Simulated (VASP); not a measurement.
An input for Ansatz (written as the equivalent of a VASP run, and not itself run):

Ansatz 0.2 input:
```yaml
crystal:
  lattice:
    - [-3.3875850, 3.3875850, 3.3875850]
    - [3.3875850, -3.3875850, 3.3875850]
    - [3.3875850, 3.3875850, -3.3875850]
  atoms:
    - { symbol: Zr, position: [0.8814800, 0.1323540, 0.7355250] }
    - { symbol: Zr, position: [0.6016030, 0.3864730, 0.2514290] }
    - { symbol: Zr, position: [0.7624690, 0.8755980, 0.1273130] }
    - { symbol: Zr, position: [0.2544900, 0.6130360, 0.3586540] }
    - { symbol: Zr, position: [0.1218960, 0.7590660, 0.8651630] }
    - { symbol: Zr, position: [0.3772310, 0.2305720, 0.6300330] }
    - { symbol: N, position: [0.6202990, 0.6253220, 0.6276730] }
    - { symbol: N, position: [0.3995100, 0.5160510, 0.0251350] }
    - { symbol: N, position: [0.5027280, -0.0059030, 0.8761270] }
    - { symbol: N, position: [-0.0174920, 0.3578330, 0.5120260] }
    - { symbol: N, position: [0.8633450, 0.4958620, -0.0061240] }
    - { symbol: N, position: [0.1112670, 0.1202180, 0.1313890] }
    - { symbol: N, position: [0.0246870, 0.8812730, 0.4880870] }
    - { symbol: N, position: [0.4964880, 0.0122450, 0.3775700] }
kpoints:
  mp_grid: { grid: [4, 4, 4] }
hamiltonian:
  xc: pbe
  pseudopotentials: { kind: paw }
scf:
  occupations: { method: gaussian, width: 0.01 }
  max_iter: 100
output: { forces: true, stress: true, eigenvalues: true }
```

**Question.** Translate this input to VASP (INCAR, KPOINTS, POSCAR, choice of POTCAR).

**Answer.** One answer among several that fit: 
INCAR:
```
! general
SYSTEM   =  Zr3N4
PREC     =  Accurate
ENCUT    =  400   ! plane-wave cut-off (eV)
LREAL    =  Auto   ! projection in real space or not
LASPH    =  .TRUE.

! electronic loop
EDIFF    =  1E-6
NELM     =  100   ! most electronic steps
ALGO     =  Normal   ! blocked Davidson
LMAXMIX  =  4   ! l cut-off of mixed one-centre charges

! smearing
ISMEAR   =  0
SIGMA    =  0.01

! functional
GGA      =  PE

! ions
ISIF     =  2

! output
LWAVE    =  .FALSE.
LCHARG   =  .FALSE.
```

File POSCAR:
```
Zr3N4
1
   -3.3875850000     3.3875850000     3.3875850000
    3.3875850000    -3.3875850000     3.3875850000
    3.3875850000     3.3875850000    -3.3875850000
Zr N
6 8
Direct
  0.8814800000   0.1323540000   0.7355250000
  0.6016030000   0.3864730000   0.2514290000
  0.7624690000   0.8755980000   0.1273130000
  0.2544900000   0.6130360000   0.3586540000
  0.1218960000   0.7590660000   0.8651630000
  0.3772310000   0.2305720000   0.6300330000
  0.6202990000   0.6253220000   0.6276730000
  0.3995100000   0.5160510000   0.0251350000
  0.5027280000  -0.0059030000   0.8761270000
 -0.0174920000   0.3578330000   0.5120260000
  0.8633450000   0.4958620000  -0.0061240000
  0.1112670000   0.1202180000   0.1313890000
  0.0246870000   0.8812730000   0.4880870000
  0.4964880000   0.0122450000   0.3775700000
```

File KPOINTS:
```
Regular mesh
0
gamma
 4 4 4
0 0 0
```

POTCAR, in this order: Zr_sv N (PBE.64 set). Program: vasp_std.

The two are equivalent in intent, not identical: each code has its own PAW files, so the cut-off isn't converted (ENCUT is set for VASP's; basis.ecutwfc is left out, and Ansatz then takes the one that its files recommend); Ansatz stops its SCF on the density residual and VASP on the energy change (EDIFF).

The structure comes from a computed database's Zr3N4 entry; how it stands against other phases isn't given here. The cell was not relaxed at this level.
